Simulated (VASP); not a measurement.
The cell holds one Ni$_{3}$Al (L1_2) (100) slab, with vacuum along c, ions free to move until forces fall under 0.03 eV/Å, no reconstruction beyond this cell, dipole correction on.

Consider the following.

```
AlNi3
1.0
    3.52033     0.00000     0.00000
    0.00000     3.52033     0.00000
    0.00000     0.00000    25.35232
Ni Al
9 3
Direct
  0.00000   0.50000   0.32886
  0.50000   0.00000   0.32886
  0.50000   0.50000   0.39526
  0.00000   0.50000   0.46511
  0.50000   0.00000   0.46511
  0.50000   0.50000   0.53465
  0.00000   0.50000   0.60400
  0.50000   0.00000   0.60400
  0.50000   0.50000   0.67084
  0.00000   0.00000   0.39594
  0.00000   0.00000   0.53505
  0.00000   0.00000   0.67233
```
Starting moments (μB, in the order of the record's atoms Ni Ni Ni Ni Ni Ni Ni Ni Ni Al Al Al): 0.5 0.5 0.5 0.5 0.5 0.5 0.5 0.5 0.5 0.0 0.0 0.0.

Computed with PBEsol GGA, VASP's PBE PAW potentials (set 64) (plane waves; VASP). Numerical set-up: 400 eV cut-off, 8×8×1 Γ-centred mesh, first-order Methfessel-Paxton smearing of 0.10 eV, potentials Ni Al.

Slab and bulk use different k-meshes, so the surface energy is good to a few per cent at best.

```json
{
 "surface energy (mean of the two faces)": "155 meV/Å²",
 "work_function": "4.69 eV at the top face and 4.90 eV at the bottom face",
 "band gap (on the k-mesh)": "none (metal, semimetal or under 0.01 eV)",
 "cell_moment": "1.74 μB"
}
```

The cell is a thin slab with vacuum, built from Ni3Al (L1_2): (100) face.
